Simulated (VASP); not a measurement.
A convergence study with VASP on CaO (rock salt): one setting is varied, all else stays as given below, so the limit is that of these other settings.

```
CaO
1.0
    0.00000     2.40500     2.40500
    2.40500     0.00000     2.40500
    2.40500     2.40500     0.00000
Ca O
1 1
Cartesian
  0.00000   0.00000   0.00000
  2.40500   2.40500   2.40500
```

All values below come from PBE GGA, VASP's PBE PAW potentials (set 64) (plane waves; VASP). The tightest run used: 700 eV cut-off, 16×16×16 Γ-centred mesh, Gaussian smearing of 0.010 eV, potentials Ca_sv O.

**Question.** The settings run are 4×4×4 mesh; 6×6×6 mesh; 10×10×10 mesh; 12×12×12 mesh; 14×14×14 mesh; 16×16×16 mesh. From which on does the mean ε∞ stay within 0.1  of the tightest run?

**Answer.** From 6×6×6 mesh on: it is off by 0.01 there and by no more than 0.1 in any finer run, while 4×4×4 mesh is off by 0.14.
```json
[
 {"setting": "4×4×4 mesh", "mean ε∞": "3.92", "highest Γ mode (cm⁻¹)": "266.1", "irreducible k-points": "8", "difference judged ()": "0.14"},
 {"setting": "6×6×6 mesh", "mean ε∞": "3.80", "highest Γ mode (cm⁻¹)": "270.2", "irreducible k-points": "16", "difference judged ()": "0.01"},
 {"setting": "10×10×10 mesh", "mean ε∞": "3.79", "highest Γ mode (cm⁻¹)": "270.9", "irreducible k-points": "47", "difference judged ()": "0.00"},
 {"setting": "12×12×12 mesh", "mean ε∞": "3.79", "highest Γ mode (cm⁻¹)": "270.4", "irreducible k-points": "72", "difference judged ()": "0.00"},
 {"setting": "14×14×14 mesh", "mean ε∞": "3.79", "highest Γ mode (cm⁻¹)": "270.5", "irreducible k-points": "104", "difference judged ()": "0.00"},
 {"setting": "16×16×16 mesh", "mean ε∞": "3.79", "highest Γ mode (cm⁻¹)": "270.5", "irreducible k-points": "145", "difference judged ()": "0.00"}
]
```

Left out are rungs that failed or repeat a setting and relaxations that didn't move; long series are thinned to 24 rows.

The compound is CaO in the rock salt structure. The cell was not relaxed at this level.
